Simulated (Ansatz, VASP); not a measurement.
# SiOF in two plane-wave programs, part 2 of 2

Aim: how closely do two programs agree when they are given the same cell, functional and k mesh? The cell is invented: As first built, before any earlier steps moved the atoms (in the runner's words): it takes the TiOF structure with some of its atoms replaced by other elements, volume scaled by an estimate. It may not be a known or stable phase. The cell is taken from a series of VASP runs on this material, whose earlier steps may have relaxed, scaled or displaced it; both programs get it as it stands.

VASP 6.6.1 and Ansatz 0.2.0.

So far. Step 2 (VASP: band structure, BLYP): The run ends at a pressure of -0.01 GPa.

### 4. Side by side

Known differences besides the potentials themselves: the cutoff is 420 eV in Ansatz and 520 eV in VASP; Ansatz makes its cores anew for this functional, VASP keeps those of its PBE data sets; VASP leaves aspherical gradient terms in its spheres out (LASPH is not set), Ansatz keeps them; VASP's log shows a relativistic correction to its local exchange, Ansatz's none. Total energies have different zeros and are not compared.

The two programs side by side:

```
                                        quantity  Ansatz   VASP  difference
                                  pressure (GPa)   -0.27  -0.01       -0.27
pressure without Ansatz's Pulay correction (GPa)   -1.13  -0.01       -1.12
```

Levels from 3 eV below to 2 eV above the Fermi level differ by 5 meV r.m.s. and 7 meV at most; each VASP level is matched to the nearest of Ansatz, which flatters the figure a little. Ansatz's pressure holds a Pulay correction of 0.86 GPa; VASP's holds none.

### 5. Ansatz: single point, BLYP

With cell and atoms fixed, the geometry can't cause a difference; cores, projectors, grids and the points listed under the comparison can.

The cell is taken from a series of VASP runs on this material, whose earlier steps may have relaxed, scaled or displaced it; both programs get it as it stands.

input.yaml

```yaml
crystal:
  lattice:
    - [2.9090897815, 0.0, 0.0]
    - [0.0, 2.9090897815, 0.0]
    - [0.0, 0.0, 3.8913128445]
  atoms:
    - { symbol: Si, position: [0.0, 0.0, 0.0] }
    - { symbol: F, position: [0.0, 0.0, 0.5] }
    - { symbol: O, position: [0.5, 0.5, 0.0] }
hamiltonian:
  xc: blyp
  pseudopotentials: { kind: paw }
kpoints:
  mp_grid: { grid: [11, 11, 9] }
scf:
  occupations: { method: gaussian, width: 0.05 }
  n_extra_bands: 4
output:
  forces: true
  stress: true
  eigenvalues: true
  write_density: true
  write_potential: true
  elf: true
  volumetric_format: npy
```

Run with:

```bash
ansatz run input.yaml --threads 2 --pin off --max-ram 4608MiB --backend cpu --events-out ev --progress --plain --runs-dir out
```

Numbers of over 12 decimals in the logs are rounded to 6 here.

What it wrote:

```text
[...]
Crystal: 3 atoms, lattice volume = 32.931 Å³
Basis set: ecut = 420 eV, 633 PW (Γ), exchange–correlation on 40×40×54 points (8 copies of the dense FFT grid, shifted against one another)
Bands: 13, of which v1, the nominal top of the filled ones, is band 9 counted from 1 (8 counted from 0)
Symmetry: 16 space group operations
[...]
k-points: 105 of 1089
[...]
--- Band table (eV; the first three rows and the last of 105) ---
  k-point 0: bands = [... 5 lower, 3.4034, 3.4034, 4.3215, 4.4888, 13.8408, 15.4412, 16.3198, 17.9071]
  k-point 1: bands = [... 5 lower, 3.3498, 3.3498, 3.8291, 5.0939, 13.8797, 15.1666, 16.5169, 17.8171]
  k-point 2: bands = [... 5 lower, 3.1986, 3.1986, 3.3687, 5.8744, 13.9821, 14.4530, 17.0830, 17.6178]
  k-point 104: bands = [... 5 lower, 1.6051, 1.6455, 4.2348, 7.8902, 13.8830, 15.1868, 15.3719, 17.2319]
[key lines of the parts left out:]
SCF converged after 6 iterations
Free energy (F): -2019.178229 eV
Fermi energy:    8.480507 eV
P = ⅓ Tr σ = -0.2313 GPa (-2.313 kbar)
```

Run time: 3.7 s. Hardware: 2 threads of Intel Xeon Platinum 8488C (Sapphire Rapids), shared host; peak memory 0.39 GiB; 3.3 s of CPU time.

The run ends at a pressure of -0.23 GPa.

### 6. VASP: single point, BLYP

The same cell, functional (in two slightly different forms), mesh and smearing now go to VASP, with its own data sets and cutoff.

INCAR

```
SYSTEM = SiOF
PREC = Accurate
ENCUT = 520
EDIFF = 1E-06
NELM = 100
ISMEAR = 0
SIGMA = 0.05
LREAL = .FALSE.
ALGO = Normal
GGA = B5
ALDAX = 1
AGGAX = 1
AGGAC = 1
ALDAC = 0
LORBIT = 11
LWAVE = .FALSE.
LCHARG = .FALSE.
LOPTICS = .TRUE.
NEDOS = 1500
CSHIFT = 0.1
NBANDS = 32
```

POSCAR

```
SiOF
1.0
    2.9090897815      0.0000000000      0.0000000000
    0.0000000000      2.9090897815      0.0000000000
    0.0000000000      0.0000000000      3.8913128445
Si F O
1 1 1
Direct
    0.0000000000      0.0000000000      0.0000000000
    0.0000000000      0.0000000000      0.5000000000
    0.5000000000      0.5000000000      0.0000000000
```

KPOINTS

```
Automatic mesh
0
Gamma
11 11 9
0 0 0
```

Potentials, in the order of the species: Si, F and O (PBE family, release 64).

Run with:

```bash
mpirun -np 1 vasp_std
```

What it wrote:

```text
[banner, memory and clock lines left out]
running    1 mpi-ranks, on    1 nodes
[...]
[... a notice as in an earlier step ...]

 LDA part: xc-table for (Slater(with rela. corr.)+VWN5), standard interpolation
 POSCAR, INCAR and KPOINTS ok, starting setup
[...]
entering main loop
       N       E                     dE             d eps       ncg     rms          rms(c)
DAV:   1     0.723756785415E+02    0.72376E+02   -0.73827E+03  6944   0.469E+02
DAV:   2    -0.154671714560E+02   -0.87843E+02   -0.83167E+02  8280   0.156E+02
DAV:   3    -0.179595944891E+02   -0.24924E+01   -0.24764E+01  8328   0.211E+01
DAV:   4    -0.179687368036E+02   -0.91423E-02   -0.91420E-02  7576   0.143E+00
[...]
DAV:  11    -0.160866635007E+02   -0.34851E-04   -0.40589E-05  7960   0.359E-02    0.139E-02
DAV:  12    -0.160866608049E+02    0.26958E-05   -0.34809E-06  7928   0.114E-02    0.597E-03
DAV:  13    -0.160866608180E+02   -0.13095E-07   -0.67005E-07  7088   0.451E-03
   1 F= -.16086661E+02 E0= -.16086376E+02  d E =-.570283E-03
 optical routines
 imaginary and real dielectric function
 recalculating local potential from charge density
 direction            1
 direction            2
 direction            3
```

Parts of OUTCAR (step 6):

```text
  Total        0.0030826      0.0030826      0.0326008      0.0000000      0.0000000     -0.0000000
  in kB        0.1499742      0.1499742      1.5860928      0.0000000      0.0000000     -0.0000000
  external PRESSURE =       0.6286804 kB  Pullay stress =       0.0000000 kB

  FREE ENERGIE OF THE ION-ELECTRON SYSTEM (eV)
  ---------------------------------------------------
  free  energy   TOTEN  =       -16.0866608180 eV

  energy  without entropy=      -16.0860905352  energy(sigma->0) =      -16.08637568

[... 2 parts as in an earlier step ...]

[... 2 further parts left out ...]
[key lines of the parts left out:]
E-fermi :   6.7691
```

The intraband (Drude) part is not in this spectrum.

### 7. Comparison

Compared:

```
                                        quantity  Ansatz  VASP  difference
                                  pressure (GPa)   -0.23  0.06       -0.29
pressure without Ansatz's Pulay correction (GPa)   -1.08  0.06       -1.14
```

Ansatz's pressure holds a Pulay correction of 0.85 GPa; VASP's holds none.

### 8. Results

| Property | Result |
| --- | --- |
| r.m.s. difference of levels near the Fermi level (band structure, BLYP) | 4.5 meV |
| difference in pressure (single point, BLYP) | -0.29 GPa |

What this shows: The difference in pressure is -0.29 GPa (single point, BLYP), within the 1 GPa picked in this series as the mark of a large difference. Such differences can come from data sets, numerical settings and the points named under the comparisons, not from the functional's error against experiment.

[Lines on the potential files, build, host, timing and source positions are cut from VASP's logs without a mark.]

[Logs are printed without paths, hosts, clocks, repeated set-up lines and the standing remarks that a program may print on its own settings, such as how far it seeks lower states.]

[Hosts, paths, dates, database ids (printed as entryN), source tags and the programs' standing remarks are cut or masked in the printed files.]
